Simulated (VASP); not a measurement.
These are revPBE GGA, VASP's PBE PAW potentials (set 64) (plane waves; VASP) values and carry that method's errors.

A VASP calculation is set up with these files.

File KPOINTS:
```
Automatic mesh
0
G
10 10 10
```

File POSCAR:
```
MgO
1
    0.0000000000     2.1050000000     2.1050000000
    2.1050000000     0.0000000000     2.1050000000
    2.1050000000     2.1050000000     0.0000000000
Mg O
1 1
Direct
  0.0000000000   0.0000000000   0.0000000000
  0.5000000000   0.5000000000   0.5000000000
```

INCAR:
```
SYSTEM = MgO
PREC = Accurate
ENCUT = 520
EDIFF = 1E-6
NELM = 100
ALGO = Normal
LREAL = .FALSE.
LASPH = .TRUE.
ISMEAR = 0
SIGMA = 0.05
GGA = RE
LWAVE = .FALSE.
LCHARG = .FALSE.
IBRION = 2
ISIF = 3
NSW = 60
EDIFFG = -0.01
```

POTCAR, in this order: Mg O (PBE.64 set). Program: vasp_std.

The run wrote:

File OSZICAR:
```
       N       E                     dE             d eps       ncg     rms          rms(c)
DAV:   1     0.123630946663E+02    0.12363E+02   -0.47935E+03   880   0.881E+02
DAV:   2    -0.124856264791E+02   -0.24849E+02   -0.24007E+02   864   0.139E+02
DAV:   3    -0.128476990163E+02   -0.36207E+00   -0.36207E+00  1024   0.186E+01
DAV:   4    -0.128482544580E+02   -0.55544E-03   -0.55544E-03   952   0.629E-01
DAV:   5    -0.128482548226E+02   -0.36464E-06   -0.36464E-06  1040   0.133E-02    0.725E+00
DAV:   6    -0.113063554322E+02    0.15419E+01   -0.98675E+00   752   0.224E+01    0.226E+00
DAV:   7    -0.113010660968E+02    0.52893E-02   -0.38051E-02   800   0.251E+00    0.134E+00
DAV:   8    -0.113028887113E+02   -0.18226E-02   -0.28610E-02   760   0.255E+00    0.158E-01
DAV:   9    -0.113028432505E+02    0.45461E-04   -0.59280E-04  1040   0.203E-01    0.700E-02
DAV:  10    -0.113030148091E+02   -0.17156E-03   -0.22371E-04   768   0.160E-01    0.101E-02
DAV:  11    -0.113030148663E+02   -0.57234E-07   -0.40049E-06  1024   0.213E-02
   1 F= -.11303015E+02 E0= -.11303015E+02  d E =-.113030E+02
       N       E                     dE             d eps       ncg     rms          rms(c)
DAV:   1    -0.115579083111E+02   -0.25489E+00   -0.50194E+00   752   0.224E+01    0.365E+00
DAV:   2    -0.113260747643E+02    0.23183E+00   -0.16866E+00   752   0.950E+00    0.322E-01
DAV:   3    -0.113239965797E+02    0.20782E-02   -0.12489E-02   816   0.134E+00    0.201E-01
DAV:   4    -0.113230229321E+02    0.97365E-03   -0.11228E-03   784   0.382E-01    0.442E-02
DAV:   5    -0.113230089009E+02    0.14031E-04   -0.11305E-04   816   0.807E-02    0.111E-02
DAV:   6    -0.113230083903E+02    0.51058E-06   -0.19279E-06   704   0.135E-02
   2 F= -.11323008E+02 E0= -.11323008E+02  d E =-.199935E-01
       N       E                     dE             d eps       ncg     rms          rms(c)
DAV:   1    -0.113397043933E+02   -0.16695E-01   -0.31097E-01   752   0.567E+00    0.906E-01
DAV:   2    -0.113254664133E+02    0.14238E-01   -0.10428E-01   752   0.235E+00    0.872E-02
DAV:   3    -0.113253293232E+02    0.13709E-03   -0.85351E-04   800   0.354E-01    0.543E-02
DAV:   4    -0.113252727144E+02    0.56609E-04   -0.78907E-05   800   0.980E-02    0.120E-02
DAV:   5    -0.113252732148E+02   -0.50041E-06   -0.91790E-06   792   0.233E-02
   3 F= -.11325273E+02 E0= -.11325273E+02  d E =-.222583E-01
```

OUTCAR:
```
------------------------ aborting loop because EDIFF is reached ----------------------------------------
  FORCE on cell =-STRESS in cart. coord.  units (eV):
  Direction    XX          YY          ZZ          XY          YZ          ZX
  --------------------------------------------------------------------------------------
  Total        0.0014092      0.0014092      0.0014092     -0.0000000      0.0000000      0.0000000
  in kB        0.1152059      0.1152059      0.1152059     -0.0000000      0.0000000      0.0000000
  external PRESSURE =       0.1152059 kB  Pullay stress =       0.0000000 kB
  volume of cell :       19.60
      direct lattice vectors                 reciprocal lattice vectors
     0.000000000  2.139916332  2.139916332    -0.233653995  0.233653995  0.233653995
     2.139916332  0.000000000  2.139916332     0.233653995 -0.233653995  0.233653995
     2.139916332  2.139916332  0.000000000     0.233653995  0.233653995 -0.233653995
  FREE ENERGIE OF THE ION-ELECTRON SYSTEM (eV)
  ---------------------------------------------------
  free  energy   TOTEN  =       -11.3252732148 eV

  energy  without entropy=      -11.3252732148  energy(sigma->0) =      -11.32527321

 reached required accuracy - stopping structural energy minimisation
```
(Selected blocks of OUTCAR.)

### CONTCAR
```
MgO
   1.00000000000000
     0.0000000000000000    2.1399163323501802    2.1399163323501802
     2.1399163323501802    0.0000000000000000    2.1399163323501802
     2.1399163323501802    2.1399163323501802    0.0000000000000000
  Mg              O
     1     1
Direct
     0.0000000000000000    0.0000000000000000    0.0000000000000000
     0.5000000000000000    0.5000000000000000    0.5000000000000000
```

Energy and stress use the plane-wave basis of the starting cell.

The compound is MgO in the rock salt structure. This run relaxes it. Symmetry was kept, so distortions that lower it aren't found.
